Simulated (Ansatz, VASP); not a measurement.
Two plane-wave programs on MgPd

File INCAR:

```
PREC = Accurate
ENCUT = 520
EDIFF = 1E-7
ISMEAR = -1
SIGMA = 0.1
LREAL = False
LASPH = True
NELM = 100
ALGO = Normal
ISIF = 2
LWAVE = False
LCHARG = False
NBANDS = 13
```

KPOINTS

```
regular mesh
0
Gamma
  8 8 8
```

Contents of POSCAR:

```
MgPd
1.0
    3.1600000000      0.0000000000      0.0000000000
    0.0000000000      3.1600000000      0.0000000000
    0.0000000000      0.0000000000      3.1600000000
Mg Pd
1 1
Direct
    0.0000000000      0.0000000000      0.0000000000
    0.5000000000      0.5000000000      0.5000000000
```

Input for Ansatz:

```yaml
crystal:
  lattice:
    - [3.16, 0.0, 0.0]
    - [0.0, 3.16, 0.0]
    - [0.0, 0.0, 3.16]
  atoms:
    - { symbol: Mg, position: [0.0, 0.0, 0.0] }
    - { symbol: Pd, position: [0.5, 0.5, 0.5] }
basis:
  ecutwfc: 550.0
kpoints:
  mp_grid:
    grid: [8, 8, 8]
hamiltonian:
  xc: lda
  pseudopotentials:
    kind: paw
scf:
  occupations:
    method: fermi_dirac
    width: 0.1
output:
  forces: true
  stress: true
```

Alike in both runs: task single point; functional LDA; k mesh 8 × 8 × 8; occupations fermi-dirac, width 0.1 eV; no spin polarisation.

|  | VASP | Ansatz |
| --- | --- | --- |
| version | VASP 6.6.1 | Ansatz 0.2.0 |
| potentials or method | VASP PAW LDA potentials, release 64 (Mg, Pd) | plane waves, PAW |
| plane-wave cutoff (eV) | 520 | 550 |
| valence electrons in the cell | 12 | 28 |

```csv
,VASP,Ansatz,Ansatz less VASP
pressure (GPa),-5.7,-5.4,+0.28
```

The two sets of potentials don't hold the same shells in valence.
